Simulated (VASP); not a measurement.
Data:

```xyz
3
Lattice="1.7729 -3.0708 0.0000 1.7729 3.0708 0.0000 0.0000 0.0000 6.7534" Properties=species:S:1:pos:R:3 pbc="T T T"
Ti     0.0000     0.0000     6.7534
Se     1.7729     1.0236     1.5456
Se     1.7729    -1.0236     5.2078
```

The numbers are results of PW91 GGA, VASP's PBE PAW potentials (set 64) (plane waves; VASP), not measurements. Numerical set-up: 520 eV cut-off, Gaussian smearing of 0.050 eV, potentials Ti_sv Se.

Without a dispersion term in the relaxation, distances and binding between the weakly bound layers, chains or molecules are unreliable, and so is what depends on them.

Problem. Give the energies of bands 7 to 15 at the high-symmetry points, in eV from the Fermi level.

Solution. 
```json
[
 {"band": "7", "Γ": "-4.82", "M": "-5.02", "K": "-4.02", "A": "-4.15", "L": "-5.05", "H": "-4.00"},
 {"band": "8", "Γ": "-2.25", "M": "-3.92", "K": "-3.89", "A": "-2.24", "L": "-4.17", "H": "-4.00"},
 {"band": "9", "Γ": "-2.25", "M": "-2.68", "K": "-3.89", "A": "-2.24", "L": "-2.69", "H": "-3.88"},
 {"band": "10", "Γ": "-0.65", "M": "-2.33", "K": "-2.57", "A": "-2.08", "L": "-2.37", "H": "-2.79"},
 {"band": "11", "Γ": "0.39", "M": "-2.21", "K": "-2.38", "A": "0.38", "L": "-1.61", "H": "-2.21"},
 {"band": "12", "Γ": "0.39", "M": "-1.17", "K": "-2.38", "A": "0.38", "L": "-1.07", "H": "-2.21"},
 {"band": "13", "Γ": "0.43", "M": "0.00", "K": "1.04", "A": "0.39", "L": "-0.14", "H": "1.04"},
 {"band": "14", "Γ": "0.43", "M": "1.26", "K": "1.44", "A": "0.39", "L": "1.26", "H": "1.27"},
 {"band": "15", "Γ": "0.60", "M": "1.64", "K": "1.44", "A": "0.99", "L": "1.62", "H": "1.27"}
]
```

It has no gap at this level: it comes out as a metal or semimetal.

The compound is TiSe2 in the 1T layered structure. It was relaxed first, which changed the volume by +13 %.
